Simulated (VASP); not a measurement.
The system is Mg6AlCr.

```xyz
8
Lattice="4.9184 0.0000 0.0000 0.0000 3.1207 5.3556 0.0000 -3.1207 5.3556" Properties=species:S:1:pos:R:3 pbc="T T T"
Cr    2.4592    0.0000    7.2025
Al    0.0000    0.0000    8.8537
Mg    2.4592    0.0000    1.7805
Mg    2.4592    1.5877    4.4474
Mg    2.4592   -1.5877    4.4474
Mg    0.0000    0.0000    3.5620
Mg    0.0000    1.5257    6.2755
Mg    0.0000   -1.5257    6.2755
```

The cell comes from a database or a generator and needn't be the stable form of this composition.

* Program: VASP 6.6.1
* Task: single point
* Functional: PBE
* Potentials or basis: VASP PAW PBE potentials, release 64 (Cr_pv, Al, Mg)
* Cutoff: 520 eV
* k mesh: 6 × 5 × 5
* Occupations: fermi-dirac, width 0.05 eV
* Spin: collinear spin, ferromagnetic start
* Starting moments: [3.0, 0.0, 0.0, 0.0, 0.0, 0.0, 0.0, 0.0] μB

On this cell: pressure -0.1 GPa; largest force 0.093 eV/Å; net moment 3.89 μB per cell; site moments Cr +3.58; Al -0.02; Mg -0.01, +0.01 μB; band gap on the k mesh none (metal or under the smearing width).

The same run follows on a disturbed copy (atoms moved at random, drawn with an rms of 0.05 Å):

```
CELL_PARAMETERS angstrom
4.91841 0.00000 0.00000
0.00000 3.12066 5.35556
0.00000 -3.12066 5.35556
ATOMIC_POSITIONS crystal
Cr 0.50845 0.66467 0.67552
Al 0.99603 0.82059 0.82980
Mg 0.49711 0.16707 0.16154
Mg 0.49229 0.66747 0.16224
Mg 0.49217 0.15694 0.67107
Mg 0.00897 0.33354 0.33724
Mg 0.00263 0.83177 0.33747
Mg 0.99889 0.33326 0.83319
```

Task: What changes?

Result: The energy (extrapolated to zero smearing) moves by +3.8 meV/atom; pressure 0.0 GPa; largest force 0.337 eV/Å; net moment 3.90 μB per cell; site moments Cr +3.59; Al -0.03; Mg -0.01, +0.01 μB; band gap on the k mesh none (metal or under the smearing width).

Forces in eV/Å, atoms in the order of the input:
```
Cr  -0.131  0.088  0.071
Al   0.000  0.034 -0.131
Mg   0.137 -0.092  0.076
Mg   0.208  0.017 -0.010
Mg   0.184 -0.022 -0.062
Mg  -0.302 -0.001 -0.149
Mg  -0.080 -0.145  0.106
Mg  -0.015  0.122  0.098
```

Stress tensor (GPa, compression positive):
```
 0.47  0.01 -0.13
 0.01 -0.42 -0.01
-0.13 -0.01 -0.14
```
